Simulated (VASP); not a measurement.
Given:

```
CELL_PARAMETERS angstrom
      0.00000     1.93004     1.93004
      1.93004     0.00000     1.93004
      1.93004     1.93004     0.00000
ATOMIC_POSITIONS crystal
  Ir 0.00000 0.00000 0.00000
```

Calculation: optB86b-vdW, VASP's PBE PAW potentials (set 64) (plane waves; VASP). Numerical set-up: 520 eV cut-off, Gaussian smearing of 0.050 eV, potentials Ir.

Task: Give the energies of bands 1 to 6 at the high-symmetry points, in eV from the Fermi level.

Result: 
```json
[
 {"band": "1", "Γ": "-10.91", "X": "-7.70", "U": "-6.75", "L": "-7.91", "W": "-6.08"},
 {"band": "2", "Γ": "-3.78", "X": "-7.14", "U": "-5.82", "L": "-3.88", "W": "-4.73"},
 {"band": "3", "Γ": "-3.78", "X": "0.84", "U": "-2.79", "L": "-3.88", "W": "-4.73"},
 {"band": "4", "Γ": "-3.78", "X": "1.43", "U": "-0.85", "L": "-0.65", "W": "-1.74"},
 {"band": "5", "Γ": "-1.17", "X": "1.43", "U": "0.60", "L": "0.87", "W": "1.44"},
 {"band": "6", "Γ": "-1.17", "X": "1.76", "U": "6.26", "L": "0.87", "W": "8.03"}
]
```

It has no gap at this level: it comes out as a metal or semimetal.

The compound is Ir in the fcc structure. It was relaxed first.
